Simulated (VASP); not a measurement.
OSZICAR of a VASP run on NiSi2 (fluorite):

File OSZICAR:
```
       N       E                     dE             d eps       ncg     rms          rms(c)
DAV:   1     0.628802364513E+02    0.62880E+02   -0.69346E+03  3266   0.119E+03
DAV:   2    -0.155327675880E+02   -0.78413E+02   -0.73781E+02  3345   0.229E+02
DAV:   3    -0.191829200672E+02   -0.36502E+01   -0.35501E+01  4239   0.554E+01
DAV:   4    -0.192583092573E+02   -0.75389E-01   -0.74851E-01  3857   0.765E+00
DAV:   5    -0.192604942982E+02   -0.21850E-02   -0.21844E-02  4295   0.136E+00    0.159E+01
DAV:   6    -0.247386102676E+02   -0.54781E+01   -0.56094E+01  3451   0.185E+02    0.268E+01
DAV:   7    -0.175110428205E+02    0.72276E+01   -0.16474E+01  3885   0.114E+02    0.442E+00
DAV:   8    -0.173571193434E+02    0.15392E+00   -0.24761E+00  4699   0.276E+01    0.225E+00
DAV:   9    -0.173288065051E+02    0.28313E-01   -0.23293E-01  4153   0.802E+00    0.519E-01
DAV:  10    -0.173285995629E+02    0.20694E-03   -0.44118E-03  4323   0.757E-01    0.317E-01
DAV:  11    -0.173286205902E+02   -0.21027E-04   -0.87095E-04  3982   0.380E-01    0.334E-02
DAV:  12    -0.173286525931E+02   -0.32003E-04   -0.54771E-05  4033   0.864E-02    0.239E-02
DAV:  13    -0.173286561041E+02   -0.35109E-05   -0.38515E-05  3891   0.120E-01    0.114E-02
DAV:  14    -0.173286565243E+02   -0.42028E-06   -0.19206E-06  3229   0.205E-02
   1 F= -.17328657E+02 E0= -.17328901E+02  d E =0.734380E-03
```

Which electronic solver shows in the log?

It is blocked Davidson (ALGO = Normal, or the opening steps of other solvers). The INCAR had ALGO = Normal.

How was spin treated?

Without spin polarisation: there is no mag entry.

Can the final energy be trusted as converged?

The run converged. It stopped with EDIFF = 1E-6, NELM = 100 (PBE GGA, plane waves, VASP's PBE PAW potentials (set 64)).

The compound is NiSi2 in the fluorite structure. The cell was not relaxed at this level, atoms are displaced from their ideal sites. The run is one of a series of settings (ENCUT = 425 against the base run), some of them coarse on purpose. The run is not spin-polarised, so no magnetic state was tried.
